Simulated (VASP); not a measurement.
Set up this calculation in VASP 6.6.1, as the native input.

```yaml
Task: single point
Functional: PBE
Dispersion: D3(BJ)
Potentials_or_basis: VASP PAW PBE potentials, release 64 (H, S, C)
Cutoff: 520 eV
k_mesh: 1 × 1 × 1
Occupations: fermi-dirac, width 0.05 eV
Spin: no spin polarisation
Dipole_correction: no
Further_INCAR_settings: LREAL = Auto; ALGO = Fast; EDIFF = 1e-06; NBANDS = 75
```

The structure of H2CS2 lies in POSCAR:

```
H2CS2
1.0
    9.2051640000      0.0000000000      0.0000000000
    0.0000000000      9.2051640000      0.0000000000
    0.0000000000      0.0000000000      9.2051640000
H S C
12 12 6
Direct
    0.7775961406      0.7904693496      0.5086058217
    0.8029297468      0.7459074059      0.5739278518
    0.4601330297      0.4947549006      0.5560031304
    0.3882603287      0.5348519592      0.5656824800
    0.6482991503      0.5438469103      0.7898935858
    0.6527748990      0.5518750128      0.7096560148
    0.1927396405      0.0418895307      0.6922418764
    0.2333690090      0.0726657341      0.6350674469
    0.5306260703      0.9329654529      0.7817459852
    0.5615109084      0.8833085429      0.8362805921
    0.8221472208      0.1160544234      0.6838009622
    0.8378123410      0.1510456522      0.7548697666
    1.1155151608      0.5501694484      0.3120856945
    0.8954756265      0.4535063145      0.0695370555
    0.3441763775      0.7362497833     -0.0291792737
    0.4080101126      0.8263948366      0.2904456672
    0.2228097185      0.1705129860      0.3480003181
    0.2201264421      0.1841031838      0.0119172239
    0.0213467136      0.7728270784      0.7927832682
    0.0587930861      0.4482918501      0.7026816687
    0.6803029256      0.3009071864      0.4569717606
    0.5321469558      0.4161794401      0.1755753618
    0.9345949730      0.8360090054      0.1843639070
    0.7171843978      1.0781448326      0.0881135849
    0.9996345530      0.5079866040      0.1956184594
    0.3779726249      0.7737722000      0.1318716321
    0.2292191644      0.1851134863      0.1787909482
    0.0380438632      0.6086583574      0.7522733978
    0.6142313162      0.3597437265      0.3102932224
    0.8202352506      0.9514333476      0.1433108633
```

The cell was built by a generator and needn't be a form met in nature.

These files were run (other wordings do the same):

INCAR

```
PREC = Accurate
ENCUT = 520
EDIFF = 1E-6
ISMEAR = -1
SIGMA = 0.05
LREAL = Auto
LASPH = True
NELM = 100
ALGO = Fast
ISIF = 2
LWAVE = False
LCHARG = False
GGA = PE
IVDW = 12
NBANDS = 75
```

KPOINTS

```
Automatic mesh
0
Gamma
  1 1 1
```

Potentials or basis: VASP PAW PBE potentials, release 64 (H, S, C).

Run with:

```sh
$ cat potpaw_PBE.64/H/POTCAR potpaw_PBE.64/S/POTCAR potpaw_PBE.64/C/POTCAR > POTCAR
$ mpirun -np 1 vasp_gam > vasp.out
```

It gave:

The pressure is -0.3 GPa and the largest force is 1.883 eV/Å. The band gap on the k mesh is 3.18 eV, direct and the dispersion energy per atom is -0.076 eV.

It took 66 s on 1 thread of Intel(R) Xeon(R) 6975P-C (Granite Rapids) (shared host), peak memory 0.69 GiB.
